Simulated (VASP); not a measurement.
OSZICAR of a VASP run on AgCl (rock salt):

File OSZICAR:
```
       N       E                     dE             d eps       ncg     rms          rms(c)
DAV:   1     0.755530798136E+02    0.75553E+02   -0.88970E+03   770   0.127E+03
DAV:   2    -0.286768070102E+02   -0.10423E+03   -0.97205E+02   904   0.253E+02
DAV:   3    -0.331363467477E+02   -0.44595E+01   -0.44410E+01   834   0.572E+01
DAV:   4    -0.331737299953E+02   -0.37383E-01   -0.37377E-01   864   0.588E+00
DAV:   5    -0.331742995509E+02   -0.56956E-03   -0.56955E-03   854   0.725E-01    0.623E+00
DAV:   6    -0.280446084508E+02    0.51297E+01   -0.47480E+00   754   0.261E+01    0.650E+00
DAV:   7    -0.280872033840E+02   -0.42595E-01   -0.22463E-01   764   0.626E+00    0.391E+00
DAV:   8    -0.280039379578E+02    0.83265E-01   -0.24489E-01   754   0.541E+00    0.114E+00
DAV:   9    -0.280706414439E+02   -0.66703E-01   -0.53346E-02   759   0.262E+00    0.444E-01
DAV:  10    -0.280721527796E+02   -0.15113E-02   -0.44016E-03   759   0.969E-01    0.228E-01
DAV:  11    -0.280722933923E+02   -0.14061E-03   -0.51365E-03   819   0.671E-01    0.122E-01
DAV:  12    -0.280725537565E+02   -0.26036E-03   -0.12987E-03   769   0.367E-01    0.577E-02
DAV:  13    -0.280727369095E+02   -0.18315E-03   -0.40270E-04   769   0.296E-01    0.472E-02
DAV:  14    -0.280728180953E+02   -0.81186E-04   -0.35965E-05   769   0.673E-02    0.312E-02
DAV:  15    -0.280728243473E+02   -0.62520E-05   -0.25842E-05   774   0.622E-02    0.869E-03
DAV:  16    -0.280728229677E+02    0.13796E-05   -0.59125E-06   754   0.280E-02    0.154E-03
DAV:  17    -0.280728229886E+02   -0.20943E-07   -0.20060E-07   712   0.495E-03
   1 F= -.28072823E+02 E0= -.28072823E+02  d E =-.362454E-18
```

### Question
Which electronic solver shows in the log?

### Answer
It is blocked Davidson (ALGO = Normal, or the opening steps of other solvers). The INCAR had ALGO = Normal.

### Question
Can the final energy be trusted as converged?

### Answer
Self-consistency was reached. It stopped with EDIFF = 1E-7, NELM = 100 (r2SCAN+rVV10, plane waves, VASP's PBE PAW potentials (set 64)).

The compound is AgCl in the rock salt structure. This cell is one point of a volume scan, at 1.06 of the reference volume.
